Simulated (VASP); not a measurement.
**TiC: transverse stress against strain**

TiC (rock salt, Fm-3m, 10.166 Å³/atom and stress up to 0.01 GPa in the relaxed cell, cube axes along x, y and z) under a strain ε along a cube axis (axis z), the other axes held. r2SCAN in VASP (plane waves, PAW), 600 eV, 18×18×18 Γ-centred mesh, Methfessel-Paxton smearing 0.10 eV; ions are relaxed, or left where forces stay under 0.02 eV/Å, within the symmetry of each cell. Stress is positive for a compressed cell.

Here s stands for strain and y for stress xx.

```
strain (%)  stress xx (GPa)
----------  ---------------
-1.50                  1.95
-1.00                  1.29
-0.50                  0.64
0.00                   0.01
0.50                  -0.62
1.00                  -1.24
1.50                  -1.85
3.00                      ?
```

The 7 complete rows are fitted with a straight line, y against s. Means: s 0, y 0.026. About the means, the sum of products is -8.8600 and the sum of squares of s is 7.0000; the slope is their ratio. Least squares gives y = 0.026 - 1.2657·s. Residuals (row less fit): 0.025, -0.002, -0.019, -0.016, -0.013, 0.000, 0.023; standard error 0.020 (degrees of freedom: 5). The slope gives the elastic constant C12 = about 130 GPa.

### Question
What does the fit predict for y at s = 3.00, and how far is the calculated value from it?

### Answer
y = 0.026 - 1.2657 × 3.0 = -3.771 GPa. The calculation gives -3.64 GPa, 0.131 GPa above the prediction (2.3 % of the range of y in the table). The row lies outside the fitted rows, so this is an extrapolation. From the scatter of the fitted rows alone, a prediction at this place has a standard error of 0.031 GPa, so the miss is 4.2 times that.

A polynomial of degree 2 through the 12 other runs of the series gives -3.61 there, so most of the miss is curvature that the fit leaves out. In a metal these values are sensitive to mesh and smearing; energies are taken to zero smearing, stresses follow the free energy. The runs aren't spin-polarised. Rows are the converged runs of the series near zero and its far end, less any whose ions stayed unrelaxed beside relaxed ones; series whose fitted rows scatter by over a few per cent of the range, as at a crossing or softening among them, aren't shown in this form. Most that stay on the fit to the last digits aren't either.
